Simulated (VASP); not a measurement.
AlH5, 6 atoms in the cell. It takes space group P-43m (No. 215, cubic). The conventional cell has a = 3.452 Å, b = 3.452 Å, c = 3.452 Å, α = 90.00°, β = 90.00°, γ = 90.00°. Al (site symmetry -43m) has 4 H at 1.69 Å as nearest neighbours. H (site symmetry 3m) is surrounded by 1 H at 1.30 Å. Around H (site symmetry -43m) lie 4 H at 1.30 Å. The cell was built by a generator and needn't be a form met in nature. The cell isn't the ideal one: random cell by space group and Wyckoff sites (P-43m, No. 215).

* Program: VASP 6.6.1
* Task: single point
* Functional: PBE
* Potentials or basis: VASP PAW PBE potentials, release 64 (Al, H)
* Cutoff: 520 eV
* k mesh: 6 × 6 × 6
* Occupations: gaussian, width 0.1 eV
* Spin: no spin polarisation
* Dipole correction: no
* Further INCAR settings: ALGO = Fast; EDIFF = 1e-07; NBANDS = 13

Potentials or basis: VASP PAW PBE potentials, release 64 (Al, H).

Command:

```console
$ cat potpaw_PBE.64/Al/POTCAR potpaw_PBE.64/H/POTCAR > POTCAR
$ mpirun -np 1 vasp_std > vasp.out
```

Hardware: 1 thread of AMD EPYC 9R45 96-Core Processor (Zen 5), on a shared host.

**Question.** Estimate the wall time of this run.

**Answer.** Wall time 6.6 s on 1 thread of AMD EPYC 9R45 96-Core Processor (Zen 5), on a shared host, peak memory 0.11 GiB. Counts: scf iterations 13, k points 20.
